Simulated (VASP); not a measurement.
Here is a VASP 6.6.1 calculation.

The input INCAR:

```
SYSTEM = In2GeO4
  PREC = Normal
  ENCUT = 520
  EDIFF = 1E-4
  ISMEAR = 0
  SIGMA = 0.15
  LREAL = .FALSE.
  LASPH = .TRUE.
  NELM = 60
  ALGO = Fast
  ISIF = 3
  LWAVE = .FALSE.
  LCHARG = .FALSE.
  GGA = PE
  IBRION = 2
  NSW = 24
  EDIFFG = -0.08
```

File KPOINTS:

```
regular mesh
0
G
  4 4 2
  0 0 0
```

File POSCAR:

```
In2GeO4
1.0
    4.3109751600      0.0000000000      0.0000000000
   -2.1554875800      3.7334140100      0.0000000000
    0.0000000000      0.0000000000      6.6336263600
In Ge O
2 1 4
Direct
    0.3333333300      0.6666666700      0.0000000000
    0.6666666700      0.3333333300      0.0000000000
    0.0000000000      0.0000000000      0.5000000000
    0.3333333300      0.6666666700      0.6918109600
    0.3333333300      0.6666666700      0.3081890400
    0.6666666700      0.3333333300      0.3081890400
    0.6666666700      0.3333333300      0.6918109600
```

Potentials or basis: VASP PAW PBE potentials, release 64 (In_d, Ge_d, O).

Run with:

```bash
$ cat potpaw_PBE.64/In_d/POTCAR potpaw_PBE.64/Ge_d/POTCAR potpaw_PBE.64/O/POTCAR > POTCAR
$ mpirun -np 1 vasp_std > vasp.out
```

Problem. Estimate the band gap on the k mesh.

Solution. 0.28 eV, indirect (least direct gap 0.41 eV).

Problem. What does it give for the space group after relaxing (to 0.05 Å)?

Solution. P6/mmm (No. 191).

Problem. Predict the relaxed volume.

Solution. 19.28 Å³/atom.

Problem. What does it give for the relaxed cell?

Solution. a = 4.931 Å, b = 4.931 Å, c = 6.411 Å, α = 90.00°, β = 90.00°, γ = 120.00°.

Final structure:
```
CELL_PARAMETERS angstrom
4.93082 0.00000 0.00000
-2.46541 4.27021 0.00000
0.00000 0.00000 6.41110
ATOMIC_POSITIONS crystal
In 0.33333 0.66667 0.00000
In 0.66667 0.33333 0.00000
Ge 0.00000 0.00000 0.50000
O 0.33333 0.66667 0.70151
O 0.33333 0.66667 0.29849
O 0.66667 0.33333 0.29849
O 0.66667 0.33333 0.70151
```

Caveat: the k mesh is coarse (spacing up to 0.47 Å⁻¹), so the values aren't converged; the volume moved by over 15 % at a fixed basis, so the end points are rough; spin-orbit coupling is left out, which moves the levels of the heavy elements. PBE gaps usually lie below the measured ones, often by a third to a half.
